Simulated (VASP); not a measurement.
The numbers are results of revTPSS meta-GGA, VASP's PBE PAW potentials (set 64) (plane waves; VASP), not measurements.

VASP ran on this input.

### POSCAR
```
NaF
1
    0.0000000000     2.3150000000     2.3150000000
    2.3150000000     0.0000000000     2.3150000000
    2.3150000000     2.3150000000     0.0000000000
Na F
1 1
Direct
  0.0000000000   0.0000000000   0.0000000000
  0.5000000000   0.5000000000   0.5000000000
```

### KPOINTS
```
Automatic mesh
0
Gamma
9 9 9
0 0 0
```

**INCAR**
```
LCHARG  =  .False.
LASPH  =  .True.   ! aspherical one-centre terms
ISMEAR  =  0
EDIFF  =  1E-6   ! SCF stop (eV)
IBRION  =  2
SIGMA  =  0.05   ! width (eV)
LMIXTAU  =  .True.
LREAL  =  .False.   ! projection in real space or not
ALGO  =  Normal
METAGGA  =  RTPSS
NELM  =  100   ! most electronic steps
ENCUT  =  520   ! plane-wave cut-off (eV)
LWAVE  =  .False.
PREC  =  Accurate
SYSTEM  =  NaF
EDIFFG  =  -0.01   ! ionic stop
ISIF  =  3   ! ions, shape and volume
NSW  =  60
```

POTCAR, in this order: Na_pv F (PBE.64 set). Program: vasp_std.

The run wrote:

### OSZICAR
```
       N       E                     dE             d eps       ncg     rms          rms(c)
DAV:   1     0.169574276210E+03    0.16957E+03   -0.10545E+04  1115   0.238E+03
DAV:   2     0.202520287100E+02   -0.14932E+03   -0.13796E+03  1111   0.585E+02
DAV:   3     0.236495514436E+01   -0.17887E+02   -0.17601E+02  1268   0.218E+02
DAV:   4     0.170932200155E+01   -0.65563E+00   -0.65377E+00  1268   0.490E+01
DAV:   5     0.168927526315E+01   -0.20047E-01   -0.20042E-01  1260   0.853E+00    0.759E+00
DAV:   6    -0.111240143223E+02   -0.12813E+02   -0.90058E+01   773   0.132E+02    0.702E+00
DAV:   7    -0.115579210420E+02   -0.43391E+00   -0.46657E-01   908   0.101E+01    0.535E+00
DAV:   8    -0.118277953334E+02   -0.26987E+00   -0.81837E+00   901   0.263E+01    0.441E+00
DAV:   9    -0.116658009425E+02    0.16199E+00   -0.32967E-01   779   0.733E+00    0.277E+00
DAV:  10    -0.116422704679E+02    0.23530E-01   -0.17024E-01   788   0.594E+00    0.128E+00
DAV:  11    -0.116202390125E+02    0.22031E-01   -0.32622E-01   791   0.712E+00    0.400E-01
DAV:  12    -0.116263347969E+02   -0.60958E-02   -0.19828E-02   809   0.189E+00    0.121E-01
DAV:  13    -0.116263383975E+02   -0.36006E-05   -0.48702E-04   899   0.261E-01    0.116E-01
DAV:  14    -0.116254176484E+02    0.92075E-03   -0.19244E-03   812   0.504E-01    0.815E-02
DAV:  15    -0.116265176520E+02   -0.11000E-02   -0.32517E-04   779   0.323E-01    0.107E-01
DAV:  16    -0.116264974631E+02    0.20189E-04   -0.22324E-05   851   0.556E-02    0.100E-01
DAV:  17    -0.116264886279E+02    0.88352E-05   -0.21549E-04   782   0.188E-01    0.478E-02
DAV:  18    -0.116264716742E+02    0.16954E-04   -0.50542E-05   797   0.762E-02    0.226E-02
DAV:  19    -0.116264669089E+02    0.47653E-05   -0.93019E-06   872   0.355E-02    0.965E-03
DAV:  20    -0.116264659037E+02    0.10052E-05   -0.20007E-06   794   0.160E-02    0.342E-03
DAV:  21    -0.116264648874E+02    0.10163E-05   -0.15263E-06   639   0.131E-02    0.181E-03
DAV:  22    -0.116264648233E+02    0.64060E-07   -0.45358E-08   397   0.298E-03
   1 F= -.11626465E+02 E0= -.11626465E+02  d E =-.116265E+02
       N       E                     dE             d eps       ncg     rms          rms(c)
DAV:   1    -0.116309965466E+02   -0.45317E-02   -0.95152E-02   905   0.521E+00    0.543E-01
DAV:   2    -0.116268464116E+02    0.41501E-02   -0.19227E-02   920   0.144E+00    0.148E-01
DAV:   3    -0.116268865176E+02   -0.40106E-04   -0.10513E-03   854   0.688E-01    0.785E-02
DAV:   4    -0.116265931416E+02    0.29338E-03   -0.26122E-04   860   0.343E-01    0.143E-02
DAV:   5    -0.116267809657E+02   -0.18782E-03   -0.13624E-04   770   0.146E-01    0.915E-03
DAV:   6    -0.116267916441E+02   -0.10678E-04   -0.22971E-05   785   0.669E-02    0.337E-03
DAV:   7    -0.116267904185E+02    0.12256E-05   -0.10488E-06   442   0.137E-02    0.152E-03
DAV:   8    -0.116267895278E+02    0.89066E-06   -0.90861E-07   385   0.127E-02
   2 F= -.11626790E+02 E0= -.11626790E+02  d E =-.324705E-03
       N       E                     dE             d eps       ncg     rms          rms(c)
DAV:   1    -0.116283709805E+02   -0.15806E-02   -0.34687E-02   905   0.313E+00    0.328E-01
DAV:   2    -0.116268730734E+02    0.14979E-02   -0.70071E-03   920   0.868E-01    0.894E-02
DAV:   3    -0.116268830311E+02   -0.99577E-05   -0.38753E-04   854   0.414E-01    0.473E-02
DAV:   4    -0.116267721070E+02    0.11092E-03   -0.94583E-05   863   0.207E-01    0.863E-03
DAV:   5    -0.116268358390E+02   -0.63732E-04   -0.49704E-05   770   0.878E-02    0.560E-03
DAV:   6    -0.116268403047E+02   -0.44657E-05   -0.85973E-06   779   0.407E-02    0.204E-03
DAV:   7    -0.116268391979E+02    0.11069E-05   -0.38639E-07   385   0.838E-03    0.922E-04
DAV:   8    -0.116268388384E+02    0.35941E-06   -0.32829E-07   385   0.768E-03
   3 F= -.11626839E+02 E0= -.11626839E+02  d E =-.374015E-03
```

**OUTCAR**
```
------------------------ aborting loop because EDIFF is reached ----------------------------------------
  FORCE on cell =-STRESS in cart. coord.  units (eV):
  Direction    XX          YY          ZZ          XY          YZ          ZX
  --------------------------------------------------------------------------------------
  Total        0.0002539      0.0002539      0.0002539      0.0000000      0.0000000     -0.0000000
  in kB        0.0162366      0.0162366      0.0162366      0.0000000      0.0000000     -0.0000000
  external PRESSURE =       0.0162366 kB  Pullay stress =       0.0000000 kB
  volume of cell :       25.06
      direct lattice vectors                 reciprocal lattice vectors
     0.000000000  2.322520306  2.322520306    -0.215283371  0.215283371  0.215283371
     2.322520306  0.000000000  2.322520306     0.215283371 -0.215283371  0.215283371
     2.322520306  2.322520306  0.000000000     0.215283371  0.215283371 -0.215283371
  FREE ENERGIE OF THE ION-ELECTRON SYSTEM (eV)
  ---------------------------------------------------
  free  energy   TOTEN  =       -11.6268388384 eV

  energy  without entropy=      -11.6268388384  energy(sigma->0) =      -11.62683884

 reached required accuracy - stopping structural energy minimisation
```
(Selected blocks of OUTCAR.)

**CONTCAR**
```
NaF
   1.00000000000000
     0.0000000000000000    2.3225203061378759    2.3225203061378759
     2.3225203061378759    0.0000000000000000    2.3225203061378759
     2.3225203061378759    2.3225203061378759    0.0000000000000000
  Na              F
     1     1
Direct
     0.0000000000000000    0.0000000000000000    0.0000000000000000
     0.5000000000000000    0.5000000000000000    0.5000000000000000
```

The compound is NaF in the rock salt structure. This run relaxes it. Symmetry was kept, so distortions that lower it aren't found.
